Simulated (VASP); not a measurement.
Crystal: Sn3P2.

```
CELL_PARAMETERS angstrom
7.65000 0.00000 0.00000
0.00000 7.65000 0.00000
0.00000 0.00000 4.05000
ATOMIC_POSITIONS crystal
Sn 0.31900 0.18100 0.50000
Sn 0.68100 0.81900 0.50000
Sn 0.18100 0.68100 0.50000
Sn 0.81900 0.31900 0.50000
Sn 0.00000 0.00000 0.00000
Sn 0.50000 0.50000 0.00000
P 0.39500 0.89500 0.00000
P 0.60500 0.10500 0.00000
P 0.10500 0.39500 0.00000
P 0.89500 0.60500 0.00000
```

The cell was built by a generator and needn't be a form met in nature.

```yaml
Program: VASP 6.6.1
Task: relaxation of cell and atoms
Functional: PBE
Potentials_or_basis: VASP PAW PBE potentials, release 64 (Sn_d, P)
Cutoff: 520 eV
k_mesh: 2 × 2 × 4
Occupations: gaussian, width 0.15 eV
Spin: no spin polarisation
```

At the start: pressure 0.2 GPa; volume 23.70 Å³/atom.

Question: Where does the relaxation end?

Answer: Over 10 steps the energy falls by 21.1 meV/atom and the volume is 23.21 Å³/atom (-2.1 %); space group P4/mbm (No. 127, to 0.05 Å).

The path:
```csv
step,energy change (eV),largest force (eV/Å),pressure (GPa),volume (Å³)
1,0.0000,0.7048,0.20,237.02
2,-0.0861,0.3211,-0.77,238.05
3,-0.1200,0.1757,-1.28,238.93
4,-0.1407,0.1676,-1.97,240.70
5,-0.2024,0.0787,-0.50,234.99
6,-0.2070,0.0639,-0.55,233.95
7,-0.2112,0.0512,0.34,231.86
8,-0.2107,0.1086,-0.02,232.52
9,-0.2110,0.0530,-0.01,232.26
10,-0.2111,0.0362,0.13,232.09
```

Final structure:
```
Sn P
1.0
     7.59056    0.00000    0.00000
     0.00000    7.59056    0.00000
     0.00000    0.00000    4.02826
Sn P
6 4
Direct
  0.31153 0.18847 0.50000
  0.68847 0.81153 0.50000
  0.18847 0.68847 0.50000
  0.81153 0.31153 0.50000
  0.00000 0.00000 0.00000
  0.50000 0.50000 0.00000
  0.38046 0.88046 0.00000
  0.61954 0.11954 0.00000
  0.11954 0.38046 0.00000
  0.88046 0.61954 0.00000
```

Caveat: the k mesh is coarse (spacing up to 0.41 Å⁻¹), so the values aren't converged.
